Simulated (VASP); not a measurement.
# Be2ZnO3 (Imm2) in VASP: single point with r2SCAN

Aim: the single point of Be2ZnO3 with r2SCAN.

Everything below comes from runs of VASP 6.6.1. Logs are shortened: lines on timing, memory, paths and dates and some standing lists are left out, and cuts for length are marked.

### 1 The crystal as given

It takes space group Imm2 (No. 44, orthorhombic). Conventional cell: a = 2.841 Å, b = 8.660 Å, c = 4.140 Å, α = 90.00°, β = 90.00°, γ = 90.00°. Be (site symmetry m) is surrounded by 4 O at 1.65 to 1.70 Å. Zn (site symmetry mm2) has 4 O at 1.98 to 1.99 Å as nearest neighbours. O (site symmetry m) has 3 Be at 1.66 to 1.70 Å as nearest neighbours. O (site symmetry mm2) has 2 Be at 1.65 Å as nearest neighbours.

The cell was built by a generator and needn't be a form met in nature.

### 2 Single point, r2SCAN

The input, INCAR:

```
PREC = Accurate ; ENCUT = 520
EDIFF = 1E-6 ; ISMEAR = 0
SIGMA = 0.03 ; LREAL = F
LASPH = T ; NELM = 150
ALGO = Normal ; ISIF = 2
LWAVE = F ; LCHARG = F
METAGGA = R2SCAN ; LMIXTAU = T
NBANDS = 26 ; KPAR = 4
```

The input, KPOINTS:

```
regular mesh
0
Gamma
  10 10 10
```

The input, POSCAR:

```
Be2ZnO3
1.0
   -1.4205700000      4.3302200000      2.0698000000
    1.4205700000     -4.3302200000      2.0698000000
    1.4205700000      4.3302200000     -2.0698000000
Be Zn O
2 1 3
Direct
    0.3318600000      0.0034300000      0.3284300000
    0.6750000000      0.0034300000      0.6715700000
    0.0081890000      0.0081890000      0.0000000000
    0.4692160000      0.2799690000      0.1892470000
    0.0907220000      0.2799690000      0.8107530000
    0.6752540000      0.1752540000      0.5000000000
```

Potentials or basis: VASP PAW PBE potentials, release 64 (Be, Zn, O).

The run is started by

```console
> cat potpaw_PBE.64/Be/POTCAR potpaw_PBE.64/Zn/POTCAR potpaw_PBE.64/O/POTCAR > POTCAR
> mpirun -np 4 vasp_std > vasp.out
```

OUTCAR:

```text
PREC = Accurate
   ENCUT = 520
   EDIFF = 1E-6
   ISMEAR = 0
   LREAL = F
   LASPH = T
   NELM = 150
   ISIF = 2
   METAGGA = R2SCAN

 ion  position               nearest neighbor table
   1  0.332  0.003  0.328-   6 1.65   4 1.66   5 1.70   5 1.70
   2  0.675  0.003  0.672-   6 1.65   5 1.66   4 1.70   4 1.70
   3  0.008  0.008  0.000-   6 1.98   6 1.98   4 1.99   5 1.99
   4  0.469  0.280  0.189-   1 1.66   2 1.70   2 1.70   3 1.99
   5  0.091  0.280  0.811-   2 1.66   1 1.70   1 1.70   3 1.99
   6  0.675  0.175  0.500-   2 1.65   1 1.65   3 1.98   3 1.98

  LATTYP: Found a body centered orthorhombic cell.
 ALAT       =     2.8411400000
 B/A-ratio  =     1.4570207734
 C/A-ratio  =     3.0482271201

  Lattice vectors:

 A1 = (  -1.4205700000,   4.3302200000,  -2.0698000000)
 A2 = (   1.4205700000,   4.3302200000,   2.0698000000)
 A3 = (   1.4205700000,  -4.3302200000,  -2.0698000000)

Analysis of symmetry for initial positions (statically):
=====================================================================
 Subroutine PRICEL returns:
 Original cell was already a primitive cell.

 Routine SETGRP: Setting up the symmetry group for a
 body centered orthorhombic supercell.

 Subroutine GETGRP returns: Found  4 space group operations
 (whereof  4 operations were pure point group operations)
 out of a pool of  8 trial point group operations.

The static configuration has the point symmetry C_2v.

Analysis of symmetry for dynamics (positions and initial velocities):
=====================================================================
 Subroutine PRICEL returns:
 Original cell was already a primitive cell.

 Routine SETGRP: Setting up the symmetry group for a
 body centered orthorhombic supercell.

 Subroutine GETGRP returns: Found  4 space group operations
 (whereof  4 operations were pure point group operations)
 out of a pool of  8 trial point group operations.

The dynamic configuration has the point symmetry C_2v.

 Subroutine INISYM returns: Found  4 space group operations
 (whereof  4 operations are pure point group operations),
 and found     1 'primitive' translations

----------------------------------------------------------------------------------------

                                     Primitive cell

  volume of cell :      50.9285

  direct lattice vectors                    reciprocal lattice vectors
[... 97 lines left out ...]
   EDIFFG = 0.1E-04   stopping-criterion for IOM
   NSW    =      0    number of steps for IOM
   IBRION =     -1    ionic relax: 0-MD 1-quasi-New 2-CG
   NFREE  =      0    steps in history (QN), initial steepest desc. (CG)
   ISIF   =      2    stress and relaxation
   ISYM   =      2    0-nonsym 1-usesym 2-fastsym
   POTIM  = 0.5000    time-step for ionic-motion
   TEBEG  =    0.0;   TEEND  =   0.0 temperature during run
   PSTRESS=    0.0 pullay stress
   NELECT =      34.0000    total number of electrons
   NUPDOWN=      -1.0000    fix difference up-down
   EMIN   =  10.00;   EMAX   =-10.00  energy-range for DOS
   EFERMI =   0.00;   METHOD = LEGACY
   ISMEAR =     0;   SIGMA  =   0.03  broadening in eV -4-tet -1-fermi 0-gaus
   EFERMI_NEDOS =   21; number of points for ismear=-14 and -15
   IALGO  =     38    algorithm
   IMIX   =      4    mixing-type and parameters
     AMIX     =   0.40;   BMIX     =  1.00
     AMIX_MAG =   1.60;   BMIX_MAG =  1.00
  volume/ion in A,a.u.               =       8.49        57.28
  Fermi-wavevector in a.u.,A,eV,Ry     =   1.430806  2.703832 27.853934  2.047206
  Thomas-Fermi vector in A             =   2.550611
   LORBIT       =      0    0 simple, 1 ext, 2 COOP (PROOUT), +10 PAW based schemes
   METAGGA = R2SCAN    functional components
   LHFCALC =     F    Hartree Fock is set to
   AEXX    =    0.0000 exact exchange contribution
   IVDW    =     0    specifies the selected vdW correction
   LEPSILON=     F    determine dielectric tensor
   LRPA    =     F    only Hartree local field effects (RPA)
 non-spin polarized calculation
 Gauss-broadening in eV      SIGMA  =   0.03
  energy-cutoff  :      520.00
  volume of cell :       50.93
 maximum number of plane-waves:      1384
 NGX is ok and might be reduce to    40
   NGX = 19   NGY = 19   NGZ = 19

 number of electron      33.9999999 magnetization

 Free energy of the ion-electron system (eV)
  ---------------------------------------------------
  ext. energy  EPLUGINS =         0.00000000
  ---------------------------------------------------
  free energy    TOTEN  =       -50.37625709 eV

  energy without entropy =      -50.37625709  energy(sigma->0) =      -50.37625709

 E-fermi :   2.6358     XC(G=0): -11.8297

 val. band max:        2.4605509363   @ k =   0.5000   0.5000   0.5000
 cond. band min:       6.1930931894   @ k =   0.0000   0.0000   0.0000
 fundamental gap:      3.7325422531
 Fermi energy:         2.6357984224

 k-point     1 :       0.0000    0.0000    0.0000
  band No.  band energies     occupation
      1     -17.1669      2.00000
      2     -15.5901      2.00000
      3     -15.4746      2.00000
      4      -3.3879      2.00000
      5      -3.1099      2.00000
      6      -2.5732      2.00000
[... 685 lines left out ...]
     25      17.5640      0.00000
     26      17.8530      0.00000

 [... further k-points ...]

------------------------ aborting loop because EDIFF is reached ----------------------------------------

  FORCE on cell =-STRESS in cart. coord.  units (eV):
  Direction    XX          YY          ZZ          XY          YZ          ZX
  --------------------------------------------------------------------------------------
  -------------------------------------------------------------------------------------
  Total       -1.5053935     -1.6954419     -1.7391987      0.0000000      0.0000000      0.0000000
  in kB      -47.3586868    -53.3374825    -54.7140433      0.0000000      0.0000000      0.0000000
  external PRESSURE =     -51.8034042 kB  Pullay stress =       0.0000000 kB

 VOLUME and BASIS-vectors are now :
 -----------------------------------------------------------------------------
  energy-cutoff  :      520.00
  volume of cell :       50.93
      direct lattice vectors                 reciprocal lattice vectors
    -1.420570000  4.330220000  2.069800000     0.000000000  0.115467574  0.241569234
     1.420570000 -4.330220000  2.069800000     0.351971392  0.000000000  0.241569234
     1.420570000  4.330220000 -2.069800000     0.351971392  0.115467574  0.000000000

 POSITION                                       TOTAL-FORCE (eV/Angst)
 -----------------------------------------------------------------------------------
      0.00000      2.84435      0.01420         0.000000      0.004684      0.041750
      0.00000      5.81609      0.01420        -0.000000     -0.004684      0.041750
      0.00000      0.00000      0.03390         0.000000      0.000000     -0.068717
      0.00000      1.63896      1.15896         0.000000     -0.122471     -0.115868
      1.42057      2.69126     -0.91084        -0.000000      0.122471     -0.115868
      0.00000      4.33022      0.72548        -0.000000      0.000000      0.216954
 -----------------------------------------------------------------------------------
    total drift:                               -0.000122     -0.000358      0.002691

  FREE ENERGIE OF THE ION-ELECTRON SYSTEM (eV)
  ---------------------------------------------------
  free  energy   TOTEN  =       -50.3762570931 eV

  energy  without entropy=      -50.3762570931  energy(sigma->0) =      -50.37625709
```

OSZICAR:

```text
N       E                     dE             d eps       ncg     rms          rms(c)
DAV:   1     0.261751339540E+03    0.26175E+03   -0.17673E+04  8988   0.164E+03
DAV:   2    -0.332988120941E+02   -0.29505E+03   -0.27060E+03  9240   0.394E+02
[... 15 lines left out ...]
DAV:  18    -0.503762531366E+02   -0.86544E-04   -0.11673E-04 11806   0.253E-01    0.219E-01
DAV:  19    -0.503762342967E+02    0.18840E-04   -0.59582E-05  9926   0.278E-01    0.155E-01
DAV:  20    -0.503762518105E+02   -0.17514E-04   -0.61825E-05 13836   0.192E-01    0.110E-01
DAV:  21    -0.503762600419E+02   -0.82315E-05   -0.26748E-05 12398   0.126E-01    0.647E-02
DAV:  22    -0.503762581053E+02    0.19366E-05   -0.21713E-05 14466   0.100E-01    0.250E-02
DAV:  23    -0.503762569510E+02    0.11544E-05   -0.81427E-06  9354   0.258E-02    0.231E-02
DAV:  24    -0.503762570931E+02   -0.14210E-06   -0.24756E-07  4998   0.104E-02
   1 F= -.50376257E+02 E0= -.50376257E+02  d E =-.534102E-19
```

It took 13 min on 4 MPI ranks of AMD EPYC 7R13 (Zen 3), shared host; peak memory 0.39 GiB.

What came out:

```
Free energy            : -50.3763 eV
Pressure               : -5.2 GPa
Largest force          : 0.217 eV/Å
Band gap on the k mesh : 3.73 eV, indirect (least direct gap 3.75 eV)
```

Forces in eV/Å, atoms in the order of the input:
```
Be   0.000  0.005  0.042
Be   0.000 -0.005  0.042
Zn   0.000  0.000 -0.069
O    0.000 -0.122 -0.116
O    0.000  0.122 -0.116
O    0.000  0.000  0.217
```

Stress tensor (GPa, compression positive):
```
-4.74  0.00  0.00
 0.00 -5.33  0.00
 0.00  0.00 -5.47
```

Levels at points of the mesh, in eV from the valence-band top:
```tsv
k point	band 15	band 16	band 17	band 18	band 19	band 20
(0.00, 0.00, 0.00)	-0.61	-0.49	-0.02	3.73	9.41	9.99
(0.50, 0.00, 0.00)	-1.48	-0.79	-0.17	6.16	8.19	10.11
(0.00, 0.50, 0.00)	-2.12	-1.07	-0.95	7.74	9.00	9.97
(0.50, 0.50, 0.00)	-1.98	-1.64	-1.39	6.06	8.49	8.73
(0.50, 0.50, 0.50)	-1.19	-1.00	0.00	5.53	7.74	7.77
```

Caveat: the PAW data sets were made with another functional, which shifts forces and pressure a little.
